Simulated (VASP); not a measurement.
An input for Quantum ESPRESSO's pw.x (written as the equivalent of a VASP run, and not itself run):

```
&CONTROL
  calculation = 'scf'
  pseudo_dir = './pseudo'
  outdir = './out'
  tprnfor = .true.
  tstress = .true.
/
&SYSTEM
  ibrav = 0
  nat = 6
  ntyp = 2
  ecutwfc = 80
  occupations = 'tetrahedra'
  input_dft = 'pbesol'
/
&ELECTRONS
  conv_thr = 7.3e-09
  electron_maxstep = 100
/
ATOMIC_SPECIES
  Mo 95.950 Mo.upf
  Si 28.085 Si.upf
CELL_PARAMETERS angstrom
     5.3050272    0.0000000   -0.0000000
    -2.6525141    4.5942885   -0.0000000
    -0.0000000    0.0000000    4.1592752
ATOMIC_POSITIONS crystal
  Mo   0.5000000  1.0000000  0.0000000
  Mo   0.5000000  0.5000000  0.0000000
  Mo   0.0000000  0.5000000  0.0000000
  Si   0.0000000  1.0000000  0.0000000
  Si   0.3333330  0.6666670  0.5000000
  Si   0.6666670  0.3333330  0.5000000
K_POINTS automatic
  8 8 8 0 0 0
```

Q: Translate this input to VASP (INCAR, KPOINTS, POSCAR, choice of POTCAR).

A: This is not unique; one that fits is 
**INCAR**
```
GGA=PS
LCHARG=.True.
SYSTEM=SiMo
ALGO=Normal
LREAL=.False.   # projection in real space or not
PREC=Accurate
LWAVE=.False.
ISMEAR=-5
EDIFF=1E-7
ISIF=2   # forces and stress, cell fixed
LORBIT=11
NELM=100   # most electronic steps
ENCUT=400
LASPH=.True.   # aspherical one-centre terms
NEDOS=601   # DOS grid
LEFG=.True.
LMAXMIX=4   # l cut-off of mixed one-centre charges
```

POSCAR:
```
SiMo
1.0
  5.3050272258   0.0000000193   0.0000000000
 -2.6525140801   4.5942885483   0.0000000000
  0.0000000000   0.0000000000   4.1592752012
Mo Si
3 3
Cartesian
 -0.0000004672   4.5942885579   0.0000000000
  1.3262565728   2.2971442838   0.0000000000
 -1.3262570401   2.2971442741   0.0000000000
 -2.6525140801   4.5942885483   0.0000000000
 -0.0000029640   3.0628605701   2.0796376006
  2.6525161097   1.5314279975   2.0796376006
```

**KPOINTS**
```
kpoints
0
gamma
  8 8 8
```

POTCAR, in this order: Mo_sv Si (PBE.64 set). Program: vasp_std.

What does not carry over: the potentials are each code's own (VASP's PAW set, PseudoDojo norm-conserving files in pw.x), so ENCUT and ecutwfc are chosen apart and not converted; conv_thr bounds pw.x's estimated SCF error, while EDIFF bounds the energy change between steps; the field gradients of LEFG aren't asked of the other code.

The structure was generated: SiMo was put into the CoSn type (P6/mmm), which need not be its known phase. It was relaxed first, which changed the volume by -12 %.
